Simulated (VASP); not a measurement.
These are r2SCAN meta-GGA, VASP's PBE PAW potentials (set 64) (plane waves; VASP 6.6.1) values and carry that method's errors.

The input files of a VASP run:

### KPOINTS
```
Regular mesh
0
Gamma
 6 6 6
0 0 0
```

### INCAR
```
SYSTEM = KBr
PREC = Accurate; ENCUT = 400; LREAL = .FALSE.
LASPH = .TRUE.
EDIFF = 1E-6; NELM = 100; ALGO = Normal
LMAXMIX = 4; LMIXTAU = .TRUE.
ISMEAR = 0; SIGMA = 0.05
METAGGA = R2SCAN
IBRION = 2; NSW = 60; ISIF = 3
EDIFFG = -0.01
LWAVE = .FALSE.; LCHARG = .FALSE.
```

File POSCAR:
```
KBr
1.0
  0.0000000000   3.3000000000   3.3000000000
  3.3000000000   0.0000000000   3.3000000000
  3.3000000000   3.3000000000   0.0000000000
K Br
1 1
direct
  0.0000000000   0.0000000000   0.0000000000
  0.5000000000   0.5000000000   0.5000000000
```

POTCAR, in this order: K_sv Br (PBE.64 set). Program: vasp_std.

The resulting files:

OUTCAR:
```
 ion  position               nearest neighbor table
   1  0.000  0.000  0.000-   2 3.30   2 3.30   2 3.30   2 3.30   2 3.30   2 3.30
   2  0.500  0.500  0.500-   1 3.30   1 3.30   1 3.30   1 3.30   1 3.30   1 3.30
  LATTYP: Found a face centered cubic cell.
 ALAT       =     6.6000000000
 Subroutine PRICEL returns:
 Original cell was already a primitive cell.
 Subroutine GETGRP returns: Found 48 space group operations
The static configuration has the point symmetry O_h .
The dynamic configuration has the point symmetry O_h .
 Subroutine INISYM returns: Found 48 space group operations
 Subroutine IBZKPT returns following result:
 Found     16 irreducible k-points:

 Following reciprocal coordinates:
            Coordinates               Weight
  0.000000  0.000000  0.000000      1.000000
  0.166667  0.000000  0.000000      8.000000
  0.333333  0.000000  0.000000      8.000000
  0.500000  0.000000  0.000000      4.000000
  0.166667  0.166667  0.000000      6.000000
  0.333333  0.166667  0.000000     24.000000
  0.500000  0.166667  0.000000     24.000000
 -0.333333  0.166667  0.000000     24.000000
 -0.166667  0.166667  0.000000     12.000000
  0.333333  0.333333  0.000000      6.000000
  0.500000  0.333333  0.000000     24.000000
 -0.333333  0.333333  0.000000     12.000000
  0.500000  0.500000  0.000000      3.000000
  0.500000  0.333333  0.166667     24.000000
 -0.333333  0.333333  0.166667     24.000000
 -0.333333  0.500000  0.166667     12.000000
   k-points           NKPTS =     16   k-points in BZ     NKDIM =     16   number of bands    NBANDS=     12
   number of dos      NEDOS =    301   number of ions     NIONS =      2
   total plane-waves  NPLWV =  27000
   dimension x,y,z NGX =    30 NGY =   30 NGZ =   30
   dimension x,y,z NGXF=    60 NGYF=   60 NGZF=   60
   ions per type =               1   1
   PREC   = accura    normal or accurate (medium, high low for compatibility)
   ISTART =      0    job   : 0-new  1-cont  2-samecut
   ICHARG =      2    charge: 1-file 2-atom 10-const
   ISPIN  =      1    spin polarized calculation?
   LNONCOLLINEAR =      F non collinear calculations
   LSORBIT =      F    spin-orbit coupling
   INIWAV =      1    electr: 0-lowe 1-rand  2-diag
   ENCUT  =  400.0 eV  29.40 Ry    5.42 a.u.   7.61  7.61  7.61*2*pi/ulx,y,z
   NELM   =    100;   NELMIN=  2; NELMDL= -5     # of ELM steps
   EDIFF  = 0.1E-05   stopping-criterion for ELM
   LREAL  =      F    real-space projection
   NLSPLINE    = F    spline interpolate recip. space projectors
   LMAXMIX     =    4 max onsite mixed and CHGCAR
   VOSKOWN=      0    Vosko Wilk Nusair interpolation
   EDIFFG = -.1E-01   stopping-criterion for IOM
   NSW    =     60    number of steps for IOM
   NBLOCK =      1;   KBLOCK =     60    inner block; outer block
   IBRION =      2    ionic relax: 0-MD 1-quasi-New 2-CG
   NFREE  =      1    steps in history (QN), initial steepest desc. (CG)
   ISIF   =      3    stress and relaxation
   ISYM   =      2    0-nonsym 1-usesym 2-fastsym
   TEIN   =    0.0    initial temperature
   TEBEG  =    0.0;   TEEND  =   0.0 temperature during run
   SMASS  =  -3.00    Nose mass-parameter (am)
   PSTRESS=    0.0 pullay stress
   NELECT =      16.0000    total number of electrons
   EFERMI =   0.00;   METHOD = LEGACY
   ISMEAR =     0;   SIGMA  =   0.05  broadening in eV -4-tet -1-fermi 0-gaus
   IALGO  =     38    algorithm
   LDIAG  =      T    sub-space diagonalisation (order eigenvalues)
   IMIX   =      4    mixing-type and parameters
     AMIX     =   0.40;   BMIX     =  1.00
     AMIX_MAG =   1.60;   BMIX_MAG =  1.00
     AMIN     =   0.10
   METAGGA = R2SCAN    functional components
   VOSKOWN =     0    Vosko Wilk Nusair interpolation
   LHFCALC =     F    Hartree Fock is set to
...
```

**OSZICAR**
```
       N       E                     dE             d eps       ncg     rms          rms(c)
DAV:   1     0.660400767725E+02    0.66040E+02   -0.61851E+03   384   0.983E+02
DAV:   2    -0.220305155844E+02   -0.88071E+02   -0.84790E+02   508   0.243E+02
DAV:   3    -0.268175490255E+02   -0.47870E+01   -0.47687E+01   516   0.527E+01
DAV:   4    -0.270132066174E+02   -0.19566E+00   -0.19532E+00   636   0.914E+00
DAV:   5    -0.270147997940E+02   -0.15932E-02   -0.15931E-02   496   0.966E-01    0.293E+00
DAV:   6    -0.236419890342E+02    0.33728E+01   -0.14060E+00   620   0.120E+01    0.200E+00
DAV:   7    -0.230584453833E+02    0.58354E+00   -0.36233E-01   716   0.606E+00    0.606E-01
DAV:   8    -0.237664947893E+02   -0.70805E+00   -0.34813E-01   436   0.525E+00    0.579E-01
DAV:   9    -0.232009773741E+02    0.56552E+00   -0.17704E-01   428   0.428E+00    0.388E-01
DAV:  10    -0.232274073400E+02   -0.26430E-01   -0.31947E-02   440   0.214E+00    0.183E-01
DAV:  11    -0.232376620458E+02   -0.10255E-01   -0.31152E-02   400   0.189E+00    0.956E-02
DAV:  12    -0.232460060063E+02   -0.83440E-02   -0.49633E-03   408   0.795E-01    0.819E-02
DAV:  13    -0.232466755515E+02   -0.66955E-03   -0.51450E-04   512   0.280E-01    0.221E-02
DAV:  14    -0.232465691309E+02    0.10642E-03   -0.45479E-05   448   0.830E-02    0.151E-02
DAV:  15    -0.232465690324E+02    0.98493E-07   -0.10741E-06   416   0.883E-03
   1 F= -.23246569E+02 E0= -.23246569E+02  d E =-.232466E+02
       N       E                     dE             d eps       ncg     rms          rms(c)
DAV:   1    -0.232472518721E+02   -0.68274E-03   -0.17737E-02   432   0.140E+00    0.157E-01
DAV:   2    -0.232468523184E+02    0.39955E-03   -0.16117E-03   492   0.418E-01    0.757E-02
DAV:   3    -0.232466775843E+02    0.17473E-03   -0.76543E-04   520   0.271E-01    0.326E-02
DAV:   4    -0.232467366349E+02   -0.59051E-04   -0.15705E-04   396   0.137E-01    0.204E-02
DAV:   5    -0.232467612968E+02   -0.24662E-04   -0.19099E-05   476   0.492E-02    0.956E-03
DAV:   6    -0.232467537758E+02    0.75210E-05   -0.92082E-06   636   0.361E-02    0.310E-03
DAV:   7    -0.232467610979E+02   -0.73220E-05   -0.54925E-06   400   0.282E-02    0.126E-03
DAV:   8    -0.232467611021E+02   -0.42346E-08   -0.13693E-07   360   0.469E-03
   2 F= -.23246761E+02 E0= -.23246761E+02  d E =-.192070E-03
```

OUTCAR:
```
------------------------ aborting loop because EDIFF is reached ----------------------------------------
  FORCE on cell =-STRESS in cart. coord.  units (eV):
  Direction    XX          YY          ZZ          XY          YZ          ZX
  --------------------------------------------------------------------------------------
  Total        0.0049729      0.0049729      0.0049729      0.0000000      0.0000000     -0.0000000
  in kB        0.1105391      0.1105391      0.1105391      0.0000000      0.0000000     -0.0000000
  external PRESSURE =       0.1105391 kB  Pullay stress =       0.0000000 kB
  volume of cell :       72.08
      direct lattice vectors                 reciprocal lattice vectors
     0.000000000  3.303113594  3.303113594    -0.151372330  0.151372330  0.151372330
     3.303113594 -0.000000000  3.303113594     0.151372330 -0.151372330  0.151372330
     3.303113594  3.303113594 -0.000000000     0.151372330  0.151372330 -0.151372330
  FREE ENERGIE OF THE ION-ELECTRON SYSTEM (eV)
  ---------------------------------------------------
  free  energy   TOTEN  =       -23.2467611021 eV

  energy  without entropy=      -23.2467611021  energy(sigma->0) =      -23.24676110

 reached required accuracy - stopping structural energy minimisation
```
(Selected blocks of OUTCAR.)

CONTCAR:
```
KBr
   1.00000000000000
     0.0000000000000000    3.3031135937632468    3.3031135937632468
     3.3031135937632468   -0.0000000000000000    3.3031135937632468
     3.3031135937632468    3.3031135937632468   -0.0000000000000000
  K               Br
     1     1
Direct
     1.0000000000000000    1.0000000000000000    0.0000000000000000
     0.5000000000000000    0.5000000000000000    0.5000000000000000
```

The compound is KBr in the rock salt structure. This run relaxes it. Symmetry was kept, so distortions that lower it aren't found.
